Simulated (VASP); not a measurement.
Mg6TiMo:

```
Mo Ti Mg
1.0
     4.77464    0.00000    0.00000
     0.00000    3.00968    5.54108
     0.00000   -3.00968    5.54108
Mo Ti Mg
1 1 6
Direct
  0.50000 0.69933 0.69933
  0.00000 0.79990 0.79990
  0.50000 0.17241 0.17241
  0.50000 0.68078 0.16737
  0.50000 0.16737 0.68078
  0.00000 0.32948 0.32948
  0.00000 0.81650 0.33425
  0.00000 0.33425 0.81650
```

The cell comes from a database or a generator and needn't be the stable form of this composition.

| Item | Value |
| --- | --- |
| Program | VASP 6.6.1 |
| Task | single point |
| Functional | PBE |
| Potentials or basis | VASP PAW PBE potentials, release 64 (Mo_sv, Ti_sv, Mg) |
| Cutoff | 520 eV |
| k mesh | 6 × 5 × 5 |
| Occupations | fermi-dirac, width 0.05 eV |
| Spin | no spin polarisation |

On this cell: pressure 0.3 GPa; largest force 0.050 eV/Å; band gap on the k mesh none (metal or under the smearing width).

The same run follows on a disturbed copy (atoms moved at random, drawn with an rms of 0.05 Å):

```
CELL_PARAMETERS angstrom
4.77464 0.00000 0.00000
0.00000 3.00968 5.54108
0.00000 -3.00968 5.54108
ATOMIC_POSITIONS crystal
Mo 0.50654 0.70441 0.69817
Ti 0.00210 0.80380 0.80758
Mg 0.49940 0.17094 0.17352
Mg 0.49066 0.68574 0.16682
Mg 0.50198 0.16373 0.68297
Mg 0.00231 0.34048 0.32004
Mg 0.00023 0.82062 0.32959
Mg 0.99762 0.32975 0.81567
```

What does the disturbed cell give?

The energy (extrapolated to zero smearing) moves by +5.9 meV/atom; pressure 0.2 GPa; largest force 0.520 eV/Å; band gap on the k mesh none (metal or under the smearing width).

Forces in eV/Å, atoms in the order of the input:
```
Mo  -0.091 -0.185 -0.046
Ti  -0.023  0.247 -0.458
Mg   0.029  0.097  0.118
Mg   0.249 -0.122  0.006
Mg  -0.033  0.199  0.073
Mg  -0.120 -0.242 -0.083
Mg  -0.094 -0.175  0.187
Mg   0.084  0.182  0.202
```

Stress tensor (GPa, compression positive):
```
 0.66  0.11 -0.06
 0.11  0.13  0.19
-0.06  0.19 -0.10
```
